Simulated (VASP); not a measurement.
Output of a VASP run:

### OSZICAR
```
       N       E                     dE             d eps       ncg     rms          rms(c)
DAV:   1     0.104878060888E+03    0.10488E+03   -0.11374E+04  2688   0.269E+03
DAV:   2    -0.483011987085E+01   -0.10971E+03   -0.10720E+03  2527   0.331E+02
DAV:   3    -0.767310129063E+01   -0.28430E+01   -0.28358E+01  2968   0.726E+01
DAV:   4    -0.769333903584E+01   -0.20238E-01   -0.20236E-01  2947   0.534E+00
DAV:   5    -0.769360442131E+01   -0.26539E-03   -0.26538E-03  3279   0.645E-01    0.126E+01
DAV:   6    -0.702990282621E+01    0.66370E+00   -0.15094E+01  2712   0.121E+02    0.513E+00
DAV:   7    -0.636049255604E+01    0.66941E+00   -0.36221E+00  2788   0.118E+02    0.392E+00
DAV:   8    -0.633370811937E+01    0.26784E-01   -0.15049E-01  3077   0.722E+00    0.186E+00
DAV:   9    -0.631889824430E+01    0.14810E-01   -0.18479E-02  3351   0.394E+00    0.975E-02
DAV:  10    -0.631890130579E+01   -0.30615E-05   -0.89290E-04  3695   0.364E-01    0.234E-02
DAV:  11    -0.631891035010E+01   -0.90443E-05   -0.12389E-05  3559   0.665E-02    0.180E-02
DAV:  12    -0.631890910561E+01    0.12445E-05   -0.12788E-06  1751   0.504E-02    0.145E-03
DAV:  13    -0.631890916048E+01   -0.54872E-07   -0.44584E-07  1393   0.946E-03
   1 F= -.77276463E+00 E0= -.77297580E+00  d E =-.772765E+00
```

File OUTCAR:
```
------------------------ aborting loop because EDIFF is reached ----------------------------------------
  FORCE on cell =-STRESS in cart. coord.  units (eV):
  Direction    XX          YY          ZZ          XY          YZ          ZX
  --------------------------------------------------------------------------------------
  Total        5.5248635      5.5248635      5.5248635     -0.0000000      0.0000000     -0.0000000
  in kB      448.2733120    448.2733120    448.2733120     -0.0000000      0.0000000     -0.0000000
  external PRESSURE =      -1.7266880 kB  Pullay stress =     450.0000000 kB
  volume of cell :       19.75
      direct lattice vectors                 reciprocal lattice vectors
     2.702898583  0.000000000  0.000000000     0.369973186  0.000000000  0.000000000
     0.000000000  2.702898583  0.000000000     0.000000000  0.369973186  0.000000000
     0.000000000  0.000000000  2.702898583     0.000000000  0.000000000  0.369973186
 POSITION                                       TOTAL-FORCE (eV/Angst)
 -----------------------------------------------------------------------------------
      1.35145      1.35145      1.35145         0.000000      0.000000      0.000000
      0.00000      0.00000      0.00000         0.000000      0.000000      0.000000
 -----------------------------------------------------------------------------------
    total drift:                               -0.000000      0.000000      0.000000
  FREE ENERGIE OF THE ION-ELECTRON SYSTEM (eV)
  ---------------------------------------------------
  free  energy   TOTEN  =        -6.3189091605 eV

  energy  without entropy=       -6.3195426720  energy(sigma->0) =       -6.31912033
  enthalpy is  TOTEN    =        -0.7727646297 eV   P V=        5.5461445308

 reached required accuracy - stopping structural energy minimisation
```
(Selected blocks of OUTCAR.)

**POSCAR**
```
CuZn
1
    2.7028985826     0.0000000000    -0.0000000000
    0.0000000000     2.7028985826     0.0000000000
    0.0000000000    -0.0000000000     2.7028985826
Zn Cu
1 1
Direct
  0.5000000000   0.5000000000   0.5000000000
  0.0000000000   0.0000000000   0.0000000000
```

Task: Write an INCAR and KPOINTS that could have produced this output.

Result: One answer among several that fit: the input of the run itself, LDA (Ceperley-Alder, Perdew-Zunger), plane waves, VASP's LDA PAW potentials (set 64).

**INCAR**
```
ALGO=Normal
EDIFF=1E-6
EDIFFG=-0.02
ENCUT=500
IBRION=2
ISIF=3
ISMEAR=1
LASPH=.True.
LCHARG=.False.
LMAXMIX=4
LREAL=.False.
LWAVE=.False.
NELM=100
NSW=40
PREC=Accurate
PSTRESS=450
SIGMA=0.1
SYSTEM=CuZn
```

### KPOINTS
```
Regular mesh
0
gamma
  13 13 13
```

POTCAR, in this order: Zn Cu (LDA.64 set). Program: vasp_std.

The compound is CuZn in the CsCl type structure. It was relaxed first under an external pressure of 45 GPa. The electron count is odd and the run is not spin-polarised, which forces a metal.
